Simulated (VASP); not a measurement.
Data:

```
CeO2
1.0
    0.00000     2.69865     2.69865
    2.69865     0.00000     2.69865
    2.69865     2.69865     0.00000
Ce O
1 2
Cartesian
  0.00000   0.00000   0.00000
  1.34933   1.34933   1.34933
  4.04798   4.04798   4.04798
```

Computed with PBEsol GGA, VASP's PBE PAW potentials (set 64) (plane waves; VASP 6.6.1). Run with 520 eV cut-off, 13×13×13 Γ-centred mesh, Gaussian smearing of 0.010 eV, potentials Ce O.

Problem. The job: CeO₂ (fluorite), 3 atoms, PBEsol, optics run with many empty bands, 520 eV, 13×13×13 Γ-centred mesh. Roughly how much core time does it take on a busy server core?

Solution. About 8 core-minutes (one run on a shared machine, a rough figure). It had 84 irreducible k-points, 48 bands, up to 1072 plane waves and 19 electronic steps.

The compound is CeO2 in the fluorite structure. It was relaxed first.
